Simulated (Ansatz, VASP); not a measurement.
## CoSi2 in two plane-wave programs

Aim: how closely do two programs agree when they are given the same cell, functional and k mesh? The cell is taken from a series of runs on this material, whose earlier steps may have relaxed, scaled, displaced or heated it; both programs get it as it stands.

Program: Ansatz 0.2.0. Level of theory: plane waves, with VASP 6.6.1 beside it; zone-centre phonons at LDA. Results are calculated unless marked as measured.

## (1) The structure

Symmetry: Fm-3m, No. 225, cubic system. Conventional cell: a = 5.239 Å, b = 5.239 Å, c = 5.239 Å, α = 90.00°, β = 90.00°, γ = 90.00°. Si has 4 Co at 2.27 Å nearest. Nearest to Co lie 8 Si at 2.27 Å. Farther neighbours are not listed.

Coordinates:

```xyz
3
Lattice="0.0000 2.6193 2.6193 2.6193 0.0000 2.6193 2.6193 2.6193 0.0000" Properties=species:S:1:pos:R:3 pbc="T T T"
Si    1.3097    1.3097    1.3097
Si    3.9290    3.9290    3.9290
Co    0.0000    0.0000    0.0000
```

## (2) VASP: zone-centre phonons, LDA

Second derivatives magnify differences that forces hide, and they need a tight electronic threshold.

Lines of VASP's logs that name or quote its potential files are left out, and so is its time.

Contents of INCAR:

```
SYSTEM = CoSi2
PREC = Accurate
ENCUT = 600
EDIFF = 1E-08
NELM = 120
ISMEAR = 1
SIGMA = 0.2
LREAL = .FALSE.
ALGO = Normal
GGA = PW92
NBANDS = 14
LASPH = .TRUE.
LORBIT = 11
LWAVE = .FALSE.
LCHARG = .FALSE.
ISIF = 2
IBRION = 8
GGA_COMPAT = .FALSE.
KPAR = 2
```

Contents of POSCAR:

```
CoSi2
1.0
    0.0000000000      2.6193311116      2.6193311116
    2.6193311116      0.0000000000      2.6193311116
    2.6193311116      2.6193311116      0.0000000000
Si Co
2 1
Direct
    0.2500000000      0.2500000000      0.2500000000
    0.7500000000      0.7500000000      0.7500000000
    0.0000000000      0.0000000000      0.0000000000
```

Contents of KPOINTS:

```
Automatic mesh
0
Gamma
16 16 16
0 0 0
```

The projector-augmented-wave data sets are Si and Co (LDA family, release 64).

The run is started by

```sh
> mpirun -np 2 vasp_std
```

Numbers of over 12 decimals in the logs are rounded to 6 here.

What it wrote:

```text
[banner, memory and clock lines left out]
running    2 mpi-ranks, on    1 nodes
 distrk:  each k-point on    1 cores,    2 groups
 distr:  one band on    1 cores,    1 groups

 POSCAR found type information on POSCAR SiCo
 POSCAR found :  2 types and       3 ions
|                                                                             |
|               ----> ADVICE to this user running VASP <----                  |
|                                                                             |
|     You enforced a specific xc type in the INCAR file but a different       |
|     [... a line on the potential file left out ...]
|     I HOPE YOU KNOW WHAT YOU ARE DOING!                                     |
|                                                                             |

 LDA part: xc-table for (Slater(with rela. corr.)+PW92), standard interpolation
 POSCAR, INCAR and KPOINTS ok, starting setup
 FFT: planning ... GRIDC
 FFT: planning ... GRID_SOFT
 FFT: planning ... GRID
 WAVECAR not read
 entering main loop
       N       E                     dE             d eps       ncg     rms          rms(c)
DAV:   1     0.714693203623E+02    0.71469E+02   -0.76897E+03  4068   0.132E+03
DAV:   2    -0.189654573996E+02   -0.90435E+02   -0.82414E+02  4246   0.246E+02
DAV:   3    -0.232308548199E+02   -0.42654E+01   -0.41238E+01  5316   0.600E+01
DAV:   4    -0.233198237860E+02   -0.88969E-01   -0.88870E-01  4920   0.812E+00
DAV:   5    -0.233226600497E+02   -0.28363E-02   -0.28359E-02  5542   0.154E+00    0.149E+01
DAV:   6    -0.257365132193E+02   -0.24139E+01   -0.24714E+01  4734   0.110E+02    0.152E+01
DAV:   7    -0.219827601631E+02    0.37538E+01   -0.11202E+01  5244   0.878E+01    0.401E+00
DAV:   8    -0.219449431946E+02    0.37817E-01   -0.68320E-01  4792   0.558E+00    0.178E+00
DAV:   9    -0.219138239953E+02    0.31119E-01   -0.93614E-02  5102   0.652E+00    0.459E-01
DAV:  10    -0.219137592443E+02    0.64751E-04   -0.76463E-03  5610   0.140E+00    0.187E-01
DAV:  11    -0.219134604779E+02    0.29877E-03   -0.10931E-03  5324   0.695E-01    0.326E-02
DAV:  12    -0.219134623560E+02   -0.18781E-05   -0.54041E-05  5030   0.584E-02    0.970E-03
DAV:  13    -0.219134620501E+02    0.30591E-06   -0.31741E-06  6362   0.262E-02    0.619E-03
DAV:  14    -0.219134621139E+02   -0.63862E-07   -0.27483E-07  5322   0.520E-03    0.341E-03
DAV:  15    -0.219134620221E+02    0.91819E-07   -0.26408E-07  5466   0.110E-02    0.315E-04
DAV:  16    -0.219134620243E+02   -0.21951E-08   -0.17301E-08  3584   0.105E-03
   1 F= -.21913462E+02 E0= -.21913725E+02  d E =0.788525E-03
 Linear response reoptimize wavefunctions to high precision
DAV:   1    -0.219134620244E+02   -0.52296E-10   -0.80010E-10  3518   0.251E-04
 Linear response DOF=           2
 Linear response progress:
  Degree of freedom:   1/  2
       N       E                     dE             d eps       ncg     rms          rms(c)
RMM:   1    -0.215484437148E-01   -0.21548E-01    0.25549E-02 42740   0.139E+00
RMM:   2    -0.185323030248E-01    0.30161E-02   -0.86902E-04 24626   0.629E-01    0.112E-01
RMM:   3    -0.187827662017E-01   -0.25046E-03   -0.65986E-04 28887   0.200E-01    0.576E-02
RMM:   4    -0.190144062804E-01   -0.23164E-03   -0.10708E-04 26770   0.827E-02    0.915E-03
RMM:   5    -0.190052457079E-01    0.91606E-05   -0.10038E-05 30059   0.258E-02    0.585E-03
RMM:   6    -0.189773793372E-01    0.27866E-04   -0.19392E-06 29607   0.111E-02    0.184E-03
RMM:   7    -0.189921300121E-01   -0.14751E-04   -0.40218E-07 26898   0.553E-03    0.682E-04
RMM:   8    -0.189937649549E-01   -0.16349E-05   -0.65990E-08 30182   0.229E-03    0.400E-04
RMM:   9    -0.189934993510E-01    0.26560E-06   -0.20258E-09 31050   0.594E-04    0.976E-05
RMM:  10    -0.189935575944E-01   -0.58243E-07   -0.25159E-09 31850   0.173E-04    0.207E-05
RMM:  11    -0.189935574958E-01    0.98589E-10    0.66981E-10 32131   0.602E-05    0.992E-06
 first order change of Fermi-energy  -0.54256E-05
 force on displaced ion       1 direction 1 : -10.295   0.000   0.000
 Linear response progress:
  Degree of freedom:   2/  2
       N       E                     dE             d eps       ncg     rms          rms(c)
RMM:   1    -0.178146505764E+00   -0.17815E+00   -0.13246E-01 15917   0.273E+00
RMM:   2    -0.174615424452E+00    0.35311E-02   -0.32480E-03 13827   0.774E-01    0.195E-01
RMM:   3    -0.174549213229E+00    0.66211E-04   -0.68254E-04 15320   0.200E-01    0.113E-01
RMM:   4    -0.175136899138E+00   -0.58769E-03   -0.35274E-04 16367   0.135E-01    0.107E-02
RMM:   5    -0.175134569829E+00    0.23293E-05   -0.19117E-05 16399   0.374E-02    0.560E-03
RMM:   6    -0.175133538055E+00    0.10318E-05   -0.14690E-06 15148   0.128E-02    0.434E-03
RMM:   7    -0.175121938544E+00    0.11600E-04   -0.49589E-07 16140   0.738E-03    0.102E-03
RMM:   8    -0.175113921585E+00    0.80170E-05   -0.49368E-08 17020   0.176E-03    0.420E-04
RMM:   9    -0.175110687214E+00    0.32344E-05   -0.28117E-09 16039   0.545E-04    0.674E-05
RMM:  10    -0.175110579587E+00    0.10763E-06   -0.17625E-09 16787   0.198E-04    0.266E-05
RMM:  11    -0.175110592476E+00   -0.12889E-07   -0.14207E-09 17440   0.897E-05    0.717E-06
RMM:  12    -0.175110543485E+00    0.48992E-07   -0.15116E-09 17768   0.405E-05    0.181E-06
RMM:  13    -0.175110551368E+00   -0.78833E-08   -0.15254E-09 18717   0.285E-05    0.526E-07
 first order change of Fermi-energy   0.33471E-03
 force on displaced ion       3 direction 1 : -14.042   0.000   0.000
 Linear response finished
```

OUTCAR, selected parts (step 2):

```text
ion  position               nearest neighbor table
   1  0.250  0.250  0.250-   3 2.27   3 2.27   3 2.27   3 2.27   2 2.62   2 2.62   2 2.62   2 2.62
                             2 2.62   2 2.62
   2  0.750  0.750  0.750-   3 2.27   3 2.27   3 2.27   3 2.27   1 2.62   1 2.62   1 2.62   1 2.62
                             1 2.62   1 2.62
   3  0.000  0.000  0.000-   2 2.27   2 2.27   2 2.27   1 2.27   2 2.27   1 2.27   1 2.27   1 2.27

  LATTYP: Found a face centered cubic cell.
 ALAT       =     5.2386622232

 Subroutine GETGRP returns: Found 48 space group operations
 (whereof 48 operations were pure point group operations)

The static configuration has the point symmetry O_h .

 Found    145 irreducible k-points:

   k-points           NKPTS =    145   k-points in BZ     NKDIM =    145   number of bands    NBANDS=     14

   dimension x,y,z NGX =    30 NGY =   30 NGZ =   30
   dimension x,y,z NGXF=    60 NGYF=   60 NGZF=   60

   ENCUT  =  600.0 eV  44.10 Ry    6.64 a.u.   7.40  7.40  7.40*2*pi/ulx,y,z

   NELECT =      17.0000    total number of electrons

 k-points in reciprocal lattice and weights: Automatic mesh
   0.00000000  0.00000000  0.00000000       0.000
   0.06250000  0.00000000  0.00000000       0.002
   0.12500000  0.00000000  0.00000000       0.002
   0.18750000  0.00000000  0.00000000       0.002
   0.25000000  0.00000000  0.00000000       0.002
   0.31250000  0.00000000  0.00000000       0.002
   0.37500000  0.00000000  0.00000000       0.002
   0.43750000  0.00000000  0.00000000       0.002
   0.50000000  0.00000000  0.00000000       0.001
[...]
-0.31250000  0.50000000  0.18750000       0.003
  -0.25000000  0.50000000  0.25000000       0.001

 average (electrostatic) potential at core
       1 -80.0452       2 -80.0452       3 -77.2346

  Total        0.9682417      0.9682417      0.9682417     -0.0000000     -0.0000000      0.0000000
  in kB       43.1611646     43.1611646     43.1611646     -0.0000000     -0.0000000      0.0000000
  external PRESSURE =      43.1611646 kB  Pullay stress =       0.0000000 kB

  energy-cutoff  :      600.00
  volume of cell :       35.94
      direct lattice vectors                 reciprocal lattice vectors
     0.000000000  2.619331112  2.619331112    -0.190888429  0.190888429  0.190888429
     2.619331112  0.000000000  2.619331112     0.190888429 -0.190888429  0.190888429
     2.619331112  2.619331112  0.000000000     0.190888429  0.190888429 -0.190888429

 POSITION                                       TOTAL-FORCE (eV/Angst)
 -----------------------------------------------------------------------------------
      1.30967      1.30967      1.30967         0.000000     -0.000000     -0.000000
      3.92900      3.92900      3.92900        -0.000000     -0.000000     -0.000000
      0.00000      0.00000      0.00000         0.000000      0.000000      0.000000
 -----------------------------------------------------------------------------------
    total drift:                                0.000000     -0.000000     -0.000000

 Eigenvectors and eigenvalues of the dynamical matrix
 ----------------------------------------------------

   1 f  =   10.927624 THz    68.660288 2PiTHz  364.506310 cm-1    45.193002 meV
             X         Y         Z           dx          dy          dz
      1.309666  1.309666  1.309666    -0.000000    0.506129    0.000000
      3.928997  3.928997  3.928997    -0.000000    0.506129    0.000000
      0.000000  0.000000  0.000000    -0.000000   -0.698332    0.000000

   2 f  =   10.927624 THz    68.660288 2PiTHz  364.506310 cm-1    45.193002 meV
             X         Y         Z           dx          dy          dz
      1.309666  1.309666  1.309666    -0.000000    0.000000   -0.506129
      3.928997  3.928997  3.928997    -0.000000    0.000000   -0.506129
      0.000000  0.000000  0.000000    -0.000000    0.000000    0.698332

   3 f  =   10.927624 THz    68.660288 2PiTHz  364.506310 cm-1    45.193002 meV
             X         Y         Z           dx          dy          dz
      1.309666  1.309666  1.309666    -0.506129   -0.000000   -0.000000
      3.928997  3.928997  3.928997    -0.506129    0.000000    0.000000
      0.000000  0.000000  0.000000     0.698332    0.000000    0.000000

   4 f  =   10.862837 THz    68.253221 2PiTHz  362.345255 cm-1    44.925066 meV
             X         Y         Z           dx          dy          dz
      1.309666  1.309666  1.309666    -0.704696   -0.058334   -0.000000
      3.928997  3.928997  3.928997     0.704696    0.058334    0.000000
      0.000000  0.000000  0.000000    -0.000000   -0.000000    0.000000

   5 f  =   10.862837 THz    68.253221 2PiTHz  362.345255 cm-1    44.925066 meV
             X         Y         Z           dx          dy          dz
      1.309666  1.309666  1.309666     0.007391   -0.089287    0.701408
      3.928997  3.928997  3.928997    -0.007391    0.089287   -0.701408
      0.000000  0.000000  0.000000     0.000000   -0.000000    0.000000

   6 f  =   10.862837 THz    68.253221 2PiTHz  362.345255 cm-1    44.925066 meV
             X         Y         Z           dx          dy          dz
      1.309666  1.309666  1.309666    -0.057864    0.699017    0.089592
      3.928997  3.928997  3.928997     0.057864   -0.699017   -0.089592
      0.000000  0.000000  0.000000     0.000000   -0.000000    0.000000

   7 f/i=    0.003612 THz     0.022695 2PiTHz    0.120484 cm-1     0.014938 meV
             X         Y         Z           dx          dy          dz
      1.309666  1.309666  1.309666     0.432161    0.220622    0.091633
      3.928997  3.928997  3.928997     0.432161    0.220622    0.091633
      0.000000  0.000000  0.000000     0.626433    0.319800    0.132826

   8 f/i=    0.003612 THz     0.022695 2PiTHz    0.120484 cm-1     0.014938 meV
             X         Y         Z           dx          dy          dz
      1.309666  1.309666  1.309666     0.032415    0.133500   -0.474300
      3.928997  3.928997  3.928997     0.032415    0.133500   -0.474300
      0.000000  0.000000  0.000000     0.046987    0.193514   -0.687515

   9 f/i=    0.003612 THz     0.022695 2PiTHz    0.120484 cm-1     0.014938 meV
             X         Y         Z           dx          dy          dz
      1.309666  1.309666  1.309666     0.236685   -0.421114   -0.102354
      3.928997  3.928997  3.928997     0.236685   -0.421114   -0.102354
      0.000000  0.000000  0.000000     0.343084   -0.610421   -0.148366

 ELASTIC MODULI CONTR FROM IONIC RELAXATION (kBar)
 Direction    XX          YY          ZZ          XY          YZ          ZX
 --------------------------------------------------------------------------------
 XX          -0.0000      0.0000      0.0000      0.0000     -0.0000      0.0000
 YY           0.0000     -0.0000      0.0000      0.0000      0.0000     -0.0000
 ZZ           0.0000      0.0000     -0.0000     -0.0000      0.0000      0.0000
 XY           0.0000      0.0000     -0.0000   -678.9290      0.0000      0.0000
 YZ          -0.0000      0.0000      0.0000      0.0000   -678.9290      0.0000
 ZX           0.0000     -0.0000      0.0000      0.0000      0.0000   -678.9290
 --------------------------------------------------------------------------------
```

This run has no spin polarisation, so a moment on Co, if there is one, isn't seen. Its electron count is odd, so without a moment it is a metal by construction.

[end of part 1 of 2]

[Lines on the potential files, build, host, timing and source positions are cut from VASP's logs without a mark.]

[Logs are printed without paths, hosts, clocks, repeated set-up lines and the standing remarks that a program may print on its own settings, such as how far it seeks lower states.]

[Hosts, paths, dates, database ids (printed as entryN), source tags and the programs' standing remarks are cut or masked in the printed files.]
